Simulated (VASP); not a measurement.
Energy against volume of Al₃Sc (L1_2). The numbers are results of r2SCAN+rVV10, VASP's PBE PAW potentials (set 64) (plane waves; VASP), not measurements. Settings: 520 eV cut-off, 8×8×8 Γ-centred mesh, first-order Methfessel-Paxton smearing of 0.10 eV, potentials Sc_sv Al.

```
V (Å³/atom)  E (eV/atom)
-----------  -----------
16.460          -8.25886
16.969          -8.26383
17.478          -8.25961
17.987          -8.24751
```

### Question
Fit these four points and predict the energy of the run at 15.951 Å³/atom.

### Answer
A cubic in V^(−2/3), the third-order Birch-Murnaghan form, passes through the four points with V0 = 16.98 Å³/atom and B0 = 96 GPa, and gives -8.2432 eV/atom there. The run gave -8.2432 eV/atom, -0.1 meV/atom from the fit; all five points give B0 = 96 GPa.

The compound is Al3Sc in the L1_2 structure. It was relaxed first.
